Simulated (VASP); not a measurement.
A run of VASP 6.6.1:

The input INCAR:

```
SYSTEM = GaGe
  ALGO = Normal
  EDIFF = 1E-6
  EDIFFG = -0.005
  ENCUT = 600
  GGA = PE
  IBRION = 2
  ISIF = 3
  ISMEAR = -1
  IVDW = 12
  LASPH = .True.
  LCHARG = .False.
  LREAL = .False.
  LWAVE = .False.
  NELM = 100
  NSW = 60
  PREC = Accurate
  SIGMA = 0.05
```

Contents of KPOINTS:

```
k-points
0
Gamma
  8 8 8
  0 0 0
```

The input POSCAR:

```
GaGe
1.0
    0.0000000000      2.8978440000      2.8978440000
    2.8978440000      0.0000000000      2.8978440000
    2.8978440000      2.8978440000      0.0000000000
Ge Ga
1 1
Direct
    0.0000000000      0.0000000000      0.0000000000
    0.2500000000      0.2500000000      0.2500000000
```

Potentials or basis: VASP PAW PBE potentials, release 64 (Ge_d, Ga_d).

Run with:

```sh
$ cat potpaw_PBE.64/Ge_d/POTCAR potpaw_PBE.64/Ga_d/POTCAR > POTCAR
$ mpirun -np 1 vasp_std > vasp.out
```

Hardware: 1 thread of Intel(R) Xeon(R) Platinum 8559C (Emerald Rapids), with other jobs on the host.

Question: How long does it take, and how much memory?

Answer: Run time: 85 s on 1 thread of Intel(R) Xeon(R) Platinum 8559C (Emerald Rapids), with other jobs on the host, peak memory 0.22 GiB. Counts: scf iterations 48, k points 29, ion steps 9.
